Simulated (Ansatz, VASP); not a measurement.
# TaN: VASP beside Ansatz

One calculation is typed for both programs; each brings its own data sets. How far apart do they land? The cell is taken from a series of runs on this material, whose earlier steps may have relaxed, scaled, displaced or heated it; both programs get it as it stands.

Calculated with Ansatz 0.2.0; plane waves, with VASP 6.6.1 beside it; zone-centre phonons at LDA.

### Step 1. The starting structure

It takes space group P-6m2 (No. 187, hexagonal). The conventional cell has a = 2.936 Å, b = 2.936 Å, c = 2.841 Å, α = 90.00°, β = 90.00°, γ = 120.00°. Nearest to N lie 6 Ta at 2.21 Å. Nearest to Ta lie 6 N at 2.21 Å. Farther neighbours and most contacts between anions are not listed.

Coordinates:

```cif
data_structure
_symmetry_space_group_name_H-M 'P-6m2'
_symmetry_Int_Tables_number 187
_cell_length_a 2.9356
_cell_length_b 2.9356
_cell_length_c 2.8411
_cell_angle_alpha 90.000
_cell_angle_beta 90.000
_cell_angle_gamma 120.000
_cell_volume 21.20
loop_
_atom_site_label
_atom_site_type_symbol
_atom_site_symmetry_multiplicity
_atom_site_Wyckoff_symbol
_atom_site_fract_x
_atom_site_fract_y
_atom_site_fract_z
_atom_site_occupancy
N1 N 1 e 0.66667 0.33333 0.00000 1
Ta1 Ta 1 b 0.00000 0.00000 0.50000 1
```

### Step 2. VASP: zone-centre phonons, LDA

Second derivatives magnify differences that forces hide, and they need a tight electronic threshold.

Lines of VASP's logs that name or quote its potential files are left out, and so is its time.

Contents of INCAR:

```
SYSTEM = TaN
PREC = Accurate
ENCUT = 600
EDIFF = 1E-08
NELM = 120
ISMEAR = 1
SIGMA = 0.2
LREAL = .FALSE.
ALGO = Normal
GGA = PW92
NBANDS = 14
LASPH = .TRUE.
LORBIT = 11
LWAVE = .FALSE.
LCHARG = .FALSE.
ISIF = 2
IBRION = 8
GGA_COMPAT = .FALSE.
KPAR = 2
```

Contents of POSCAR:

```
TaN
1.0
    2.9355735073      0.0000000000      0.0000000000
   -1.4677867536      2.5422812320      0.0000000000
    0.0000000000      0.0000000000      2.8410636676
N Ta
1 1
Direct
    0.6666666667      0.3333333333      0.0000000000
    0.0000000000      1.0000000000      0.5000000000
```

Contents of KPOINTS:

```
Automatic mesh
0
Gamma
18 18 16
0 0 0
```

PAW data sets: N and Ta_pv (LDA family, release 64).

Launch:

```console
mpirun -np 2 vasp_std
```

Numbers of over 12 decimals in the logs are rounded to 6 here.

The program printed:

```text
[banner, memory and clock lines left out]
running    2 mpi-ranks, on    1 nodes
 distrk:  each k-point on    1 cores,    2 groups
 distr:  one band on    1 cores,    1 groups

 POSCAR found type information on POSCAR N Ta
 POSCAR found :  2 types and       2 ions
|                                                                             |
|               ----> ADVICE to this user running VASP <----                  |
|                                                                             |
|     You enforced a specific xc type in the INCAR file but a different       |
|     [... a line on the potential file left out ...]
|     I HOPE YOU KNOW WHAT YOU ARE DOING!                                     |
|                                                                             |

 LDA part: xc-table for (Slater(with rela. corr.)+PW92), standard interpolation
 POSCAR, INCAR and KPOINTS ok, starting setup
 FFT: planning ... GRIDC
 FFT: planning ... GRID_SOFT
 FFT: planning ... GRID
 WAVECAR not read
 entering main loop
       N       E                     dE             d eps       ncg     rms          rms(c)
DAV:   1     0.100021211965E+03    0.10002E+03   -0.98020E+03  9324   0.133E+03
DAV:   2    -0.239032036314E+02   -0.12392E+03   -0.11744E+03 11418   0.333E+02
DAV:   3    -0.272501252809E+02   -0.33469E+01   -0.33273E+01 10644   0.514E+01
DAV:   4    -0.272659574364E+02   -0.15832E-01   -0.15829E-01 11220   0.388E+00
DAV:   5    -0.272660689272E+02   -0.11149E-03   -0.11149E-03 10890   0.305E-01    0.242E+01
DAV:   6    -0.248751005392E+02    0.23910E+01   -0.46467E+00 10098   0.251E+01    0.102E+01
DAV:   7    -0.247553467733E+02    0.11975E+00   -0.35457E-01 12558   0.581E+00    0.707E+00
DAV:   8    -0.247204312960E+02    0.34915E-01   -0.15011E-01 12324   0.342E+00    0.134E+00
DAV:   9    -0.247156532981E+02    0.47780E-02   -0.10894E-02 10092   0.886E-01    0.169E-01
DAV:  10    -0.247154454025E+02    0.20790E-03   -0.67280E-04 12120   0.302E-01    0.105E-01
DAV:  11    -0.247154222765E+02    0.23126E-04   -0.41382E-05 10440   0.623E-02    0.169E-02
DAV:  12    -0.247154223044E+02   -0.27947E-07   -0.23694E-06 12072   0.141E-02    0.261E-03
DAV:  13    -0.247154222919E+02    0.12482E-07   -0.11618E-07 10674   0.291E-03    0.169E-03
DAV:  14    -0.247154222826E+02    0.93664E-08   -0.23916E-08 11346   0.142E-03
   1 F= -.24715422E+02 E0= -.24715737E+02  d E =0.943956E-03
 Linear response reoptimize wavefunctions to high precision
DAV:   1    -0.247154222824E+02    0.12096E-09   -0.35700E-10  7848   0.200E-04
DAV:   2    -0.247154222824E+02    0.97771E-11   -0.16016E-11  6930   0.470E-05
 Linear response DOF=           4
 Linear response progress:
  Degree of freedom:   1/  4
       N       E                     dE             d eps       ncg     rms          rms(c)
RMM:   1    -0.230432894482E+00   -0.23043E+00    0.11200E-01 93056   0.287E+00
RMM:   2    -0.224282763471E+00    0.61501E-02   -0.37811E-03 70127   0.477E-01    0.183E-01
RMM:   3    -0.225117184911E+00   -0.83442E-03   -0.67712E-04 67376   0.169E-01    0.993E-02
RMM:   4    -0.226343108846E+00   -0.12259E-02   -0.35093E-04 68104   0.118E-01    0.264E-02
RMM:   5    -0.226406799433E+00   -0.63691E-04   -0.11272E-05 76067   0.252E-02    0.243E-03
RMM:   6    -0.226409448540E+00   -0.26491E-05   -0.10236E-06 75804   0.530E-03    0.688E-04
RMM:   7    -0.226402619896E+00    0.68286E-05   -0.84055E-08 78624   0.161E-03    0.275E-04
RMM:   8    -0.226404410566E+00   -0.17907E-05   -0.37915E-08 78015   0.477E-04    0.960E-05
RMM:   9    -0.226403701144E+00    0.70942E-06   -0.85760E-09 76774   0.171E-04    0.220E-05
RMM:  10    -0.226403638343E+00    0.62801E-07   -0.10591E-09 84421   0.554E-05    0.948E-06
RMM:  11    -0.226403704324E+00   -0.65981E-07   -0.10463E-08 79195   0.200E-05    0.280E-06
RMM:  12    -0.226403717213E+00   -0.12888E-07   -0.20796E-10 73144   0.877E-06    0.177E-06
RMM:  13    -0.226403704973E+00    0.12240E-07   -0.26583E-09 63404   0.624E-06    0.103E-06
RMM:  14    -0.226403704670E+00    0.30253E-09   -0.40720E-09 39652   0.491E-06    0.880E-07
 first order change of Fermi-energy   0.25208E-04
 force on displaced ion       1 direction 1 : -13.671   0.001   0.000
 Linear response progress:
  Degree of freedom:   2/  4
       N       E                     dE             d eps       ncg     rms          rms(c)
RMM:   1    -0.233757932333E+00   -0.23376E+00    0.14903E-01 31738   0.295E+00
RMM:   2    -0.228468521246E+00    0.52894E-02   -0.42254E-03 25171   0.494E-01    0.155E-01
RMM:   3    -0.229276594471E+00   -0.80807E-03   -0.99577E-04 24017   0.189E-01    0.794E-02
RMM:   4    -0.230552797213E+00   -0.12762E-02   -0.46004E-04 24460   0.127E-01    0.219E-02
RMM:   5    -0.230675953693E+00   -0.12316E-03   -0.17512E-05 26117   0.325E-02    0.371E-03
RMM:   6    -0.230677235465E+00   -0.12818E-05   -0.12158E-06 26357   0.774E-03    0.955E-04
RMM:   7    -0.230670283015E+00    0.69525E-05   -0.15240E-07 26089   0.218E-03    0.311E-04
RMM:   8    -0.230672184181E+00   -0.19012E-05   -0.24274E-08 27559   0.651E-04    0.112E-04
RMM:   9    -0.230672729427E+00   -0.54525E-06   -0.40476E-09 27216   0.208E-04    0.241E-05
RMM:  10    -0.230672495679E+00    0.23375E-06   -0.18130E-09 27921   0.656E-05    0.660E-06
RMM:  11    -0.230672538150E+00   -0.42472E-07    0.15226E-10 27406   0.218E-05    0.138E-06
RMM:  12    -0.230672548989E+00   -0.10839E-07   -0.11918E-09 27230   0.953E-06    0.603E-07
RMM:  13    -0.230672547858E+00    0.11313E-08   -0.16144E-09 17697   0.584E-06    0.134E-07
 first order change of Fermi-energy  -0.10159E-03
 force on displaced ion       1 direction 3 :  -0.000   0.000 -14.917
 Linear response progress:
  Degree of freedom:   3/  4
       N       E                     dE             d eps       ncg     rms          rms(c)
RMM:   1    -0.132582887051E+00   -0.13258E+00    0.11533E+01 42101   0.246E+01
RMM:   2    -0.161384347515E+00   -0.28801E-01   -0.26838E-02 63783   0.149E+00    0.182E-01
RMM:   3    -0.160164879438E+00    0.12195E-02   -0.28285E-03 73860   0.346E-01    0.101E-01
RMM:   4    -0.159376375148E+00    0.78850E-03   -0.41098E-04 82389   0.117E-01    0.391E-02
RMM:   5    -0.159077750284E+00    0.29862E-03   -0.72759E-05 82609   0.324E-02    0.675E-03
RMM:   6    -0.159081899828E+00   -0.41495E-05   -0.57410E-06 77519   0.128E-02    0.135E-03
RMM:   7    -0.159082260057E+00   -0.36023E-06   -0.28993E-06 84789   0.402E-03    0.397E-04
RMM:   8    -0.159085038371E+00   -0.27783E-05   -0.17268E-06 91878   0.154E-03    0.162E-04
RMM:   9    -0.159086071611E+00   -0.10332E-05   -0.14121E-06 79795   0.648E-04    0.453E-05
RMM:  10    -0.159086417206E+00   -0.34560E-06   -0.54439E-07 85420   0.317E-04    0.231E-05
RMM:  11    -0.159086556245E+00   -0.13904E-06   -0.41669E-07 89564   0.143E-04    0.604E-06
RMM:  12    -0.159086500423E+00    0.55823E-07   -0.20603E-07 81766   0.806E-05    0.363E-06
RMM:  13    -0.159086505922E+00   -0.54995E-08   -0.12886E-07 86568   0.441E-05    0.468E-06
RMM:  14    -0.159086489586E+00    0.16336E-07   -0.73196E-08 77530   0.275E-05    0.674E-06
RMM:  15    -0.159086486513E+00    0.30728E-08   -0.30872E-08 68354   0.171E-05    0.763E-06
 first order change of Fermi-energy  -0.56584E-04
 force on displaced ion       2 direction 1 : -13.670   0.001   0.000
 Linear response progress:
  Degree of freedom:   4/  4
       N       E                     dE             d eps       ncg     rms          rms(c)
RMM:   1    -0.147992153848E+00   -0.14799E+00    0.10160E+01 14971   0.240E+01
RMM:   2    -0.176594574361E+00   -0.28602E-01   -0.28235E-02 21944   0.148E+00    0.138E-01
RMM:   3    -0.176000691300E+00    0.59388E-03   -0.22569E-03 25823   0.304E-01    0.736E-02
RMM:   4    -0.175551515328E+00    0.44918E-03   -0.19066E-04 27526   0.951E-02    0.238E-02
RMM:   5    -0.175426068712E+00    0.12545E-03   -0.29348E-05 28433   0.278E-02    0.643E-03
RMM:   6    -0.175409079690E+00    0.16989E-04   -0.63104E-06 26742   0.106E-02    0.806E-04
RMM:   7    -0.175411054335E+00   -0.19746E-05   -0.44099E-06 29243   0.330E-03    0.358E-04
RMM:   8    -0.175413983139E+00   -0.29288E-05   -0.21624E-06 29543   0.130E-03    0.993E-05
RMM:   9    -0.175414843317E+00   -0.86018E-06   -0.13950E-06 28445   0.534E-04    0.414E-05
RMM:  10    -0.175415309424E+00   -0.46611E-06   -0.76737E-07 27533   0.312E-04    0.155E-05
RMM:  11    -0.175415418925E+00   -0.10950E-06   -0.43170E-07 31540   0.145E-04    0.336E-06
RMM:  12    -0.175415415123E+00    0.38015E-08   -0.21691E-07 29615   0.783E-05    0.252E-06
RMM:  13    -0.175415365044E+00    0.50079E-07   -0.14141E-07 27490   0.491E-05    0.727E-06
RMM:  14    -0.175415405121E+00   -0.40076E-07   -0.72071E-08 26022   0.313E-05    0.549E-06
RMM:  15    -0.175415468514E+00   -0.63393E-07   -0.47208E-08 26961   0.247E-05    0.163E-06
RMM:  16    -0.175415476466E+00   -0.79520E-08   -0.24786E-08 28465   0.132E-05    0.146E-06
 first order change of Fermi-energy  -0.78849E-03
 force on displaced ion       2 direction 3 :  -0.000  -0.000 -14.906
 Linear response finished
```

OUTCAR, selected parts (step 2):

```text
ion  position               nearest neighbor table
   1  0.667  0.333  0.000-   2 2.21   2 2.21   2 2.21   2 2.21   2 2.21   2 2.21
   2  0.000  0.000  0.500-   1 2.21   1 2.21   1 2.21   1 2.21   1 2.21   1 2.21

  LATTYP: Found a hexagonal cell.
 ALAT       =     2.9355735073
 C/A-ratio  =     0.9678053234

 Subroutine GETGRP returns: Found 12 space group operations
 (whereof 12 operations were pure point group operations)

The static configuration has the point symmetry D_3h.

 Found    333 irreducible k-points:

   k-points           NKPTS =    333   k-points in BZ     NKDIM =    333   number of bands    NBANDS=     14

   dimension x,y,z NGX =    24 NGY =   24 NGZ =   24
   dimension x,y,z NGXF=    48 NGYF=   48 NGZF=   48

   ENCUT  =  600.0 eV  44.10 Ry    6.64 a.u.   5.86  5.86  5.67*2*pi/ulx,y,z

   NELECT =      16.0000    total number of electrons

 k-points in reciprocal lattice and weights: Automatic mesh
   0.00000000  0.00000000  0.00000000       0.000
   0.05555556  0.00000000  0.00000000       0.001
   0.11111111  0.00000000  0.00000000       0.001
   0.16666667  0.00000000  0.00000000       0.001
   0.22222222  0.00000000  0.00000000       0.001
   0.27777778  0.00000000  0.00000000       0.001
   0.33333333  0.00000000  0.00000000       0.001
   0.38888889  0.00000000  0.00000000       0.001
   0.44444444  0.00000000  0.00000000       0.001
[...]
0.33333333  0.27777778  0.50000000       0.002
   0.33333333  0.33333333  0.50000000       0.000

 average (electrostatic) potential at core
       1 -61.2411       2 -35.2498

  Total       -0.9098268     -0.9098268      0.2110428     -0.0000000      0.0000000      0.0000000
  in kB      -68.7498583    -68.7498583     15.9471728     -0.0000000      0.0000000      0.0000000
  external PRESSURE =     -40.5175146 kB  Pullay stress =       0.0000000 kB

  energy-cutoff  :      600.00
  volume of cell :       21.20
      direct lattice vectors                 reciprocal lattice vectors
     2.935573507  0.000000000  0.000000000     0.340648939  0.196673757  0.000000000
    -1.467786754  2.542281232  0.000000000     0.000000000  0.393347513  0.000000000
     0.000000000  0.000000000  2.841063668     0.000000000  0.000000000  0.351980848

 POSITION                                       TOTAL-FORCE (eV/Angst)
 -----------------------------------------------------------------------------------
      1.46779      0.84743      0.00000        -0.000000     -0.000000      0.000000
      0.00000      0.00000      1.42053         0.000000      0.000000      0.000000
 -----------------------------------------------------------------------------------
    total drift:                               -0.000000      0.000000      0.000000

 Eigenvectors and eigenvalues of the dynamical matrix
 ----------------------------------------------------

   1 f  =   16.748842 THz   105.236078 2PiTHz  558.681233 cm-1    69.267614 meV
             X         Y         Z           dx          dy          dz
      1.467787  0.847427  0.000000    -0.000000   -0.000000    0.963446
      0.000000  0.000000  1.420532     0.000000    0.000000   -0.267902

   2 f  =   16.034423 THz   100.747251 2PiTHz  534.850778 cm-1    66.313015 meV
             X         Y         Z           dx          dy          dz
      1.467787  0.847427  0.000000    -0.670147   -0.692161   -0.000000
      0.000000  0.000000  1.420532     0.186408    0.192531    0.000000

   3 f  =   16.034423 THz   100.747251 2PiTHz  534.850778 cm-1    66.313015 meV
             X         Y         Z           dx          dy          dz
      1.467787  0.847427  0.000000     0.692161   -0.670147   -0.000000
      0.000000  0.000000  1.420532    -0.192531    0.186408    0.000000

   4 f/i=    0.000084 THz     0.000526 2PiTHz    0.002791 cm-1     0.000346 meV
             X         Y         Z           dx          dy          dz
      1.467787  0.847427  0.000000     0.015194    0.267554    0.000000
      0.000000  0.000000  1.420532     0.054625    0.961873    0.000000

   5 f/i=    0.000084 THz     0.000526 2PiTHz    0.002791 cm-1     0.000346 meV
             X         Y         Z           dx          dy          dz
      1.467787  0.847427  0.000000     0.267554   -0.015194   -0.000000
      0.000000  0.000000  1.420532     0.961873   -0.054625   -0.000000

   6 f/i=    0.001527 THz     0.009593 2PiTHz    0.050925 cm-1     0.006314 meV
             X         Y         Z           dx          dy          dz
      1.467787  0.847427  0.000000     0.000000   -0.000000    0.267902
      0.000000  0.000000  1.420532     0.000000   -0.000000    0.963446

 ELASTIC MODULI CONTR FROM IONIC RELAXATION (kBar)
 Direction    XX          YY          ZZ          XY          YZ          ZX
 --------------------------------------------------------------------------------
 XX         -14.5313     14.5313      0.0000     -0.0000      0.0000      0.0000
 YY          14.5313    -14.5313     -0.0000     -0.0000     -0.0000     -0.0000
 ZZ           0.0000     -0.0000     -0.0000      0.0000      0.0000      0.0000
 XY          -0.0000     -0.0000      0.0000    -14.5313     -0.0000     -0.0000
 YZ           0.0000     -0.0000      0.0000     -0.0000     -0.0000     -0.0000
 ZX           0.0000     -0.0000      0.0000     -0.0000     -0.0000     -0.0000
 --------------------------------------------------------------------------------
```

Energies printed during the response cycles are not total energies of the cell.

(Continued in part 2 of 2.)

[Lines on the potential files, build, host, timing and source positions are cut from VASP's logs without a mark.]

[Logs are printed without paths, hosts, clocks, repeated set-up lines and the standing remarks that a program may print on its own settings, such as how far it seeks lower states.]

[Hosts, paths, dates, database ids (printed as entryN), source tags and the programs' standing remarks are cut or masked in the printed files.]
